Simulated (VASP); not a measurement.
# NbSi2 with PBE: from relaxation to properties

What structure does NbSi2 take at this level, and what are its properties? The steps: relaxing cell and atoms (PBE), single point with fields (PBE), band structure (PBE), total and projected DOS (PBE), volume scan with PBE, fit for PBE and bands along the symmetry lines (PBE), changed input. The start is a cell from a database of measured crystal structures.

Method: PBE; plane waves and PAW (Nb_sv, Si), in VASP 6.6.1.

## (1) The structure

Before any relaxation, the start is as follows. The structure is hexagonal, space group P6_222 (No. 180). The conventional cell has a = 4.797 Å, b = 4.797 Å, c = 6.592 Å, α = 90.00°, β = 90.00°, γ = 120.00°. Nearest to Nb lie 10 Si at 2.61 to 2.83 Å. Nearest to Si lie 5 Si at 2.57 to 2.83 Å and 5 Nb at 2.61 to 2.83 Å. Farther neighbours are not listed.

Coordinates:

```
Nb Si
1.0
     4.79740    0.00000    0.00000
    -2.39870    4.15467    0.00000
     0.00000    0.00000    6.59230
Nb Si
3 6
Direct
  0.50000 0.00000 0.50000
  0.50000 0.50000 0.83333
  0.00000 0.50000 0.16667
  0.15926 0.31852 0.50000
  0.84074 0.15926 0.83333
  0.68148 0.84074 0.16667
  0.84074 0.68148 0.50000
  0.15926 0.84074 0.83333
  0.31852 0.15926 0.16667
```

## (2) Relaxing cell and atoms (PBE)

Properties are meant for the cell that this level of theory prefers, so cell and atoms are relaxed first (ISIF = 3) until forces and stress are small; EDIFFG sets the threshold. PBE, the usual starting point, adds the gradient of the density.

INCAR reads:

```
SYSTEM = NbSi2
PREC = Accurate
ENCUT = 400
EDIFF = 1E-06
NELM = 100
ISMEAR = 0
SIGMA = 0.05
LREAL = .FALSE.
ALGO = Normal
GGA = PE
NBANDS = 40
LASPH = .TRUE.
LORBIT = 11
LWAVE = .FALSE.
LCHARG = .FALSE.
KPAR = 8
IBRION = 2
NSW = 60
ISIF = 3
EDIFFG = -0.01
```

POSCAR reads:

```
NbSi2
1.0
    4.7974000000      0.0000000000      0.0000000000
   -2.3987000000      4.1546702721      0.0000000000
    0.0000000000      0.0000000000      6.5923000000
Nb Si
3 6
Direct
    0.5000000000      0.0000000000      0.5000000000
    0.5000000000      0.5000000000      0.8333333333
    0.0000000000      0.5000000000      0.1666666667
    0.1592600000      0.3185200000      0.5000000000
    0.8407400000      0.1592600000      0.8333333333
    0.6814800000      0.8407400000      0.1666666667
    0.8407400000      0.6814800000      0.5000000000
    0.1592600000      0.8407400000      0.8333333333
    0.3185200000      0.1592600000      0.1666666667
```

KPOINTS reads:

```
Automatic mesh
0
Gamma
5 5 3
0 0 0
```

The projector-augmented-wave data sets are Nb_sv and Si (PBE family, release 64).

On the command line:

```
$ mpirun -np 8 vasp_std
```

The program printed:

```text
[banner, memory and clock lines left out]
running    8 mpi-ranks, on    1 nodes
 distrk:  each k-point on    1 cores,    8 groups
 distr:  one band on    1 cores,    1 groups

 POSCAR found type information on POSCAR NbSi
 POSCAR found :  2 types and       9 ions
|                                                                             |
|           W    W    AA    RRRRR   N    N  II  N    N   GGGG   !!!           |
|           W    W   A  A   R    R  NN   N  II  NN   N  G    G  !!!           |
|           W    W  A    A  R    R  N N  N  II  N N  N  G       !!!           |
|           W WW W  AAAAAA  RRRRR   N  N N  II  N  N N  G  GGG   !            |
|           WW  WW  A    A  R   R   N   NN  II  N   NN  G    G                |
|           W    W  A    A  R    R  N    N  II  N    N   GGGG   !!!           |
|                                                                             |
|     For optimal performance we recommend to set                             |
|       NCORE = 2 up to number-of-cores-per-socket                            |
|     NCORE specifies how many cores store one orbital (NPAR=cpu/NCORE).      |
|     This setting can greatly improve the performance of VASP for DFT.       |
|     The default, NCORE=1 might be grossly inefficient on modern             |
|     multi-core architectures or massively parallel machines. Do your        |
|     Unfortunately you need to use the default for GW and RPA                |
|     calculations (for HF NCORE is supported but not extensively tested      |
|     yet).                                                                   |
|                                                                             |

 LDA part: xc-table for (Slater+PW92), standard interpolation
 POSCAR, INCAR and KPOINTS ok, starting setup
 FFT: planning ... GRIDC
 FFT: planning ... GRID_SOFT
 FFT: planning ... GRID
 WAVECAR not read
 entering main loop
       N       E                     dE             d eps       ncg     rms          rms(c)
DAV:   1     0.442484896851E+03    0.44248E+03   -0.27271E+04   816   0.124E+03
DAV:   2    -0.310998053815E+02   -0.47358E+03   -0.45770E+03  1040   0.440E+02
DAV:   3    -0.678822569693E+02   -0.36782E+02   -0.36026E+02  1384   0.893E+01
DAV:   4    -0.705637314724E+02   -0.26815E+01   -0.26600E+01  1256   0.220E+01
DAV:   5    -0.706726872047E+02   -0.10896E+00   -0.10872E+00  1288   0.489E+00    0.172E+01
DAV:   6    -0.683036590208E+02    0.23690E+01   -0.13538E+01  1176   0.184E+01    0.618E+00
DAV:   7    -0.682006078869E+02    0.10305E+00   -0.13390E+00  1184   0.466E+00    0.373E+00
DAV:   8    -0.681702320018E+02    0.30376E-01   -0.15763E-01  1248   0.222E+00    0.716E-01
DAV:   9    -0.681704879375E+02   -0.25594E-03   -0.26490E-02  1336   0.741E-01    0.486E-01
DAV:  10    -0.681705296491E+02   -0.41712E-04   -0.38264E-03  1024   0.447E-01    0.692E-02
DAV:  11    -0.681704601167E+02    0.69532E-04   -0.53170E-04  1288   0.110E-01    0.272E-02
DAV:  12    -0.681704581921E+02    0.19246E-05   -0.42864E-05  1160   0.481E-02    0.840E-03
DAV:  13    -0.681704564195E+02    0.17725E-05   -0.32601E-06   848   0.993E-03    0.343E-03
DAV:  14    -0.681704560770E+02    0.34256E-06   -0.60070E-07   640   0.510E-03
   1 F= -.68170456E+02 E0= -.68168539E+02  d E =-.681705E+02
 curvature:   0.00 expect dE= 0.000E+00 dE for cont linesearch  0.000E+00
 trial: gam= 0.00000 g(F)=  0.585E-03 g(S)=  0.234E-01 ort = 0.000E+00 (trialstep = 0.100E+01)
 search vector abs. value=  0.240E-01
 bond charge predicted
       N       E                     dE             d eps       ncg     rms          rms(c)
DAV:   1    -0.683004610208E+02   -0.13000E+00   -0.45086E+00  1096   0.175E+01    0.279E+00
DAV:   2    -0.681908574927E+02    0.10960E+00   -0.66521E-01  1184   0.553E+00    0.965E-01
DAV:   3    -0.681720299617E+02    0.18828E-01   -0.34700E-02  1080   0.114E+00    0.480E-01
DAV:   4    -0.681697650524E+02    0.22649E-02   -0.43243E-02  1520   0.815E-01    0.325E-01
DAV:   5    -0.681702008312E+02   -0.43578E-03   -0.15933E-03  1080   0.215E-01    0.215E-01
DAV:   6    -0.681711195501E+02   -0.91872E-03   -0.15920E-03  1520   0.188E-01    0.319E-02
DAV:   7    -0.681711013784E+02    0.18172E-04   -0.36285E-04  1336   0.914E-02    0.144E-02
DAV:   8    -0.681711075325E+02   -0.61541E-05   -0.22649E-05  1192   0.208E-02    0.480E-03
DAV:   9    -0.681711075311E+02    0.14243E-08   -0.76895E-07   656   0.498E-03
   2 F= -.68171108E+02 E0= -.68169885E+02  d E =-.651454E-03
[...]
3 F= -.68176608E+02 E0= -.68175199E+02  d E =-.615186E-02
[...]
4 F= -.68177326E+02 E0= -.68176119E+02  d E =-.717585E-03
[...]
5 F= -.68177380E+02 E0= -.68176154E+02  d E =-.772330E-03
 curvature:  -0.38 expect dE=-0.121E-03 dE for cont linesearch -0.200E-06
 trial: gam= 0.16027 g(F)=  0.223E-03 g(S)=  0.924E-04 ort =-0.346E-04 (trialstep = 0.865E+00)
 search vector abs. value=  0.364E-03
 bond charge predicted
       N       E                     dE             d eps       ncg     rms          rms(c)
DAV:   1    -0.681775486603E+02   -0.16771E-03   -0.48066E-03   832   0.305E-01    0.288E-02
DAV:   2    -0.681775603101E+02   -0.11650E-04   -0.30347E-04  1120   0.977E-02    0.149E-02
DAV:   3    -0.681775550668E+02    0.52433E-05   -0.17983E-05  1088   0.247E-02    0.584E-03
DAV:   4    -0.681775547876E+02    0.27923E-06   -0.23768E-06   800   0.888E-03
   6 F= -.68177555E+02 E0= -.68176336E+02  d E =-.174520E-03
 trial-energy change:   -0.000175  1 .order   -0.000176   -0.000268   -0.000083
 step:   1.2524(harm=  1.2524)  dis= 0.00211  next Energy=   -68.177574 (dE=-0.194E-03)
 reached required accuracy - stopping structural energy minimisation
```

Elapsed: 27 s, on 8 MPI ranks of Intel Xeon 6975P-C (Granite Rapids), shared host; peak memory 2 GiB; 2.8 min of CPU time.

Lines that name or quote the potential files are left out of all logs, and their timing lines are given in words.

From OUTCAR (step 2):

```text
ion  position               nearest neighbor table
   1  0.500  0.000  0.500-   5 2.61   8 2.61   6 2.61   9 2.61   4 2.74   7 2.74   4 2.74   7 2.74
                             4 2.83   7 2.83
   2  0.500  0.500  0.833-   4 2.61   7 2.61   6 2.61   9 2.61   5 2.74   8 2.74   8 2.74   5 2.74
                             8 2.83   5 2.83
   3  0.000  0.500  0.167-   4 2.61   7 2.61   5 2.61   8 2.61   9 2.74   6 2.74   9 2.74   6 2.74
                             6 2.83   9 2.83
   4  0.159  0.319  0.500-   9 2.57   5 2.57   2 2.61   3 2.61   7 2.65   1 2.74   1 2.74   1 2.83
                             7 2.83   7 2.83
   5  0.841  0.159  0.833-   4 2.57   6 2.57   1 2.61   3 2.61   8 2.65   2 2.74   2 2.74   2 2.83
                             8 2.83   8 2.83
   6  0.681  0.841  0.167-   7 2.57   5 2.57   1 2.61   2 2.61   9 2.65   3 2.74   3 2.74   3 2.83
                             9 2.83   9 2.83
   7  0.841  0.681  0.500-   6 2.57   8 2.57   2 2.61   3 2.61   4 2.65   1 2.74   1 2.74   1 2.83
                             4 2.83   4 2.83
   8  0.159  0.841  0.833-   7 2.57   9 2.57   1 2.61   3 2.61   5 2.65   2 2.74   2 2.74   2 2.83
                             5 2.83   5 2.83
   9  0.319  0.159  0.167-   4 2.57   8 2.57   1 2.61   2 2.61   6 2.65   3 2.74   3 2.74   3 2.83
                             6 2.83   6 2.83

  LATTYP: Found a hexagonal cell.
 ALAT       =     4.7974000000
 C/A-ratio  =     1.3741401593

 Subroutine GETGRP returns: Found 12 space group operations
 (whereof  4 operations were pure point group operations)

The static configuration has the point symmetry D_2 .
 The point group associated with its full space group is D_6 .

 Found     10 irreducible k-points:

   k-points           NKPTS =     10   k-points in BZ     NKDIM =     10   number of bands    NBANDS=     40

   dimension x,y,z NGX =    32 NGY =   32 NGZ =   48
   dimension x,y,z NGXF=    64 NGYF=   64 NGZF=   96

   ENCUT  =  400.0 eV  29.40 Ry    5.42 a.u.   7.82  7.82 10.75*2*pi/ulx,y,z

   NELECT =      63.0000    total number of electrons

 k-points in reciprocal lattice and weights: Automatic mesh
   0.00000000  0.00000000  0.00000000       0.013
   0.20000000  0.00000000  0.00000000       0.080
   0.40000000  0.00000000  0.00000000       0.080
   0.20000000  0.20000000  0.00000000       0.080
   0.40000000  0.20000000  0.00000000       0.080
   0.00000000  0.00000000  0.33333333       0.027
   0.20000000  0.00000000  0.33333333       0.160
   0.40000000  0.00000000  0.33333333       0.160
   0.20000000  0.20000000  0.33333333       0.160
   0.40000000  0.20000000  0.33333333       0.160

 average (electrostatic) potential at core
       1 -77.0989       2 -77.0989       3 -77.0989       4 -78.1837       5 -78.1837
       6 -78.1837       7 -78.1837       8 -78.1837       9 -78.1837

 E-fermi :  11.2967

 k-point     1 :       0.0000    0.0000    0.0000
  band No.  band energies     occupation
    ...
     28       9.1587      2.00000
     29       9.1587      2.00000
     30       9.3920      2.00000
     31       9.3920      2.00000
     32      10.2815      2.00000
     33      12.1173      0.00000
     34      14.4557      0.00000
     35      14.5503      0.00000
     36      14.5963      0.00000
     37      14.5963      0.00000
    ...

 k-point     2 :       0.2000    0.0000    0.0000
  band No.  band energies     occupation
    ...
     28       9.3529      2.00000
     29       9.5421      2.00000
     30       9.5459      2.00000
     31       9.8639      2.00000
     32      10.0617      2.00000
     33      11.8612      0.00000
     34      13.2976      0.00000
     35      13.5458      0.00000
     36      14.0313      0.00000
     37      14.1373      0.00000
    ...

 k-point     3 :       0.4000    0.0000    0.0000
  band No.  band energies     occupation
    ...
     28       9.5000      2.00000
     29      10.1477      2.00000
     30      10.5104      2.00000
     31      10.9942      2.00000
     32      11.1254      2.00000
     33      11.4697      0.00000
     34      12.6532      0.00000
     35      13.1051      0.00000
     36      13.2832      0.00000
     37      13.5044      0.00000
    ...

  Total       -0.0173845     -0.0173845      0.0415117      0.0000000      0.0000000      0.0000000
  in kB       -0.2102918     -0.2102918      0.5021453      0.0000000      0.0000000      0.0000000
  external PRESSURE =       0.0271872 kB  Pullay stress =       0.0000000 kB

  energy-cutoff  :      400.00
  volume of cell :      132.45
      direct lattice vectors                 reciprocal lattice vectors
     4.819090407  0.000000000 -0.000000000     0.207508039  0.119804822 -0.000000000
    -2.409545203  4.173454715  0.000000000     0.000000000  0.239609644  0.000000000
     0.000000000 -0.000000000  6.585528131     0.000000000  0.000000000  0.151848110

 POSITION                                       TOTAL-FORCE (eV/Angst)
 -----------------------------------------------------------------------------------
      0.00000      4.17345      3.29276         0.000000     -0.000000      0.000000
      1.20477      2.08673      5.48794         0.000000     -0.000000     -0.000000
     -1.20477      2.08673      1.09759         0.000000     -0.000000      0.000000
      0.00000      1.32518      3.29276         0.000000     -0.008401      0.000000
      3.67145      0.66259      5.48794         0.007275     -0.004201     -0.000000
      1.26190      3.51086      1.09759         0.007275      0.004201     -0.000000
      2.40955      2.84827      3.29276        -0.000000      0.008401     -0.000000
     -1.26190      3.51086      5.48794        -0.007275      0.004201      0.000000
      1.14764      0.66259      1.09759        -0.007275     -0.004201      0.000000
 -----------------------------------------------------------------------------------
    total drift:                               -0.000000      0.000000      0.000001

  FREE ENERGIE OF THE ION-ELECTRON SYSTEM (eV)
  ---------------------------------------------------
  free  energy   TOTEN  =       -68.1775547876 eV

  energy  without entropy=      -68.1751179267  energy(sigma->0) =      -68.17633636

 reached required accuracy - stopping structural energy minimisation

 total charge
# of ion       s       p       d       tot
------------------------------------------
    1        2.152   6.030   2.581  10.763
    2        2.152   6.030   2.581  10.763
    3        2.152   6.030   2.581  10.763
    4        0.758   0.865   0.000   1.623
    5        0.758   0.865   0.000   1.623
    6        0.758   0.865   0.000   1.623
    7        0.758   0.865   0.000   1.623
    8        0.758   0.865   0.000   1.623
    9        0.758   0.865   0.000   1.623
--------------------------------------------------
tot         11.002  23.278   7.743  42.023

[... 3 further parts left out ...]
```

CONTCAR:

```
NbSi2
   1.00000000000000
     4.8190904065363007    0.0000000000000000   -0.0000000000000000
    -2.4095452032681504    4.1734547151786376    0.0000000000000000
     0.0000000000000000   -0.0000000000000000    6.5855281306202951
  Nb              Si
     3     6
Direct
     0.5000000000000000    1.0000000000000000    0.5000000000000000
     0.5000000000000000    0.5000000000000000    0.8333333332999970
     0.0000000000000000    0.5000000000000000    0.1666666667000030
     0.1587635004091561    0.3175270008183050    0.5000000000000000
     0.8412364995908439    0.1587635004091561    0.8333333332999970
     0.6824729991816951    0.8412364995908439    0.1666666667000030
     0.8412364995908439    0.6824729991816951    0.5000000000000000
     0.1587635004091560    0.8412364995908439    0.8333333332999970
     0.3175270008183050    0.1587635004091561    0.1666666667000030
```

This run has no spin polarisation. Its electron count is odd, so without a moment it is a metal by construction. The k-mesh is coarse for a metal. The run keeps the 12 symmetry operations of its start, so it cannot find a distortion of lower symmetry.

Relaxation path:

| step | energy less that of the first step (eV) | largest force (eV/Å) | pressure (GPa) | volume (Å³) |
| --- | --- | --- | --- | --- |
| 1 | 0.0000 | 0.0449 | 1.31 | 131.40 |
| 2 | -0.0007 | 0.0353 | -1.59 | 133.68 |
| 3 | -0.0062 | 0.0411 | -0.20 | 132.57 |
| 4 | -0.0069 | 0.0243 | 0.05 | 132.42 |
| 5 | -0.0069 | 0.0278 | 0.01 | 132.45 |
| 6 | -0.0071 | 0.0084 | 0.00 | 132.45 |

| conventional cell, symmetrised | before | after | change |
| --- | --- | --- | --- |
| a (Å) | 4.797 | 4.819 | +0.5 % |
| b (Å) | 4.797 | 4.819 | +0.5 % |
| c (Å) | 6.592 | 6.586 | -0.1 % |
| volume (Å³/atom) | 14.60 | 14.72 | +0.8 % |

The relaxed structure:

```xyz
9
Lattice="4.8191 0.0000 0.0000 -2.4095 4.1735 0.0000 0.0000 0.0000 6.5855" Properties=species:S:1:pos:R:3 pbc="T T T"
Nb    2.4095    0.0000    3.2928
Nb    1.2048    2.0867    5.4879
Nb   -1.2048    2.0867    1.0976
Si    0.0000    1.3252    3.2928
Si    3.6714    0.6626    5.4879
Si    1.2619    3.5109    1.0976
Si    2.4095    2.8483    3.2928
Si   -1.2619    3.5109    5.4879
Si    1.1476    0.6626    1.0976
```

Numbers from this step:

```
electrons                       : 63
bands                           : 40
irreducible k-points            : 10
symmetry operations             : 12
free energy (TOTEN)             : -68.1776 eV
energy at zero smearing         : -68.1763 eV
Fermi energy                    : 11.30 eV
pressure                        : 0.002719 GPa
metallic                        : yes
SCF cycles over all ionic steps : 48
```

It ends with a largest force of 0.008 eV/Å and a pressure of 0.00 GPa. The volume lies +0.8 % from that of the database's start.

(Continued in part 2 of 5.)

[Lines on the potential files, build, host, timing and source positions are cut from VASP's logs without a mark.]

[Logs are printed without paths, hosts, clocks, repeated set-up lines and the standing remarks that a program may print on its own settings, such as how far it seeks lower states.]

[Hosts, paths, dates, database ids (printed as entryN), source tags and the programs' standing remarks are cut or masked in the printed files.]

[A measured line is paired with the nearest computed mode of its activity, which favours agreement.]
